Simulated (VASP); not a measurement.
Here is the system:

```xyz
2
Lattice="1.4449 -2.5026 0.0000 1.4449 2.5026 0.0000 0.0000 0.0000 4.5850" Properties=species:S:1:pos:R:3 pbc="T T T"
Ti     1.4449     0.8342     1.1463
Ti     1.3949    -0.8342     3.4388
```

Method: PBEsol GGA, VASP's PBE PAW potentials (set 64) (plane waves; VASP 6.6.1). Settings: 480 eV cut-off, 14×14×8 Γ-centred mesh, first-order Methfessel-Paxton smearing of 0.10 eV, potentials Ti_sv.

Which forces act on the atoms, in eV/Å?

| atom | Fx | Fy | Fz |
|---|---|---|---|
| Ti1 | -0.080 | 0.000 | 0.000 |
| Ti2 | 0.080 | 0.000 | 0.000 |

Give the stress tensor in GPa (positive for a compressed cell).

```
0.72  0.57  0.00
0.57  0.67  0.00
0.00  0.00  0.45
```
The pressure is its mean diagonal, 0.61 GPa.

The compound is Ti in the hcp structure. This cell was strained or had an atom moved on purpose.
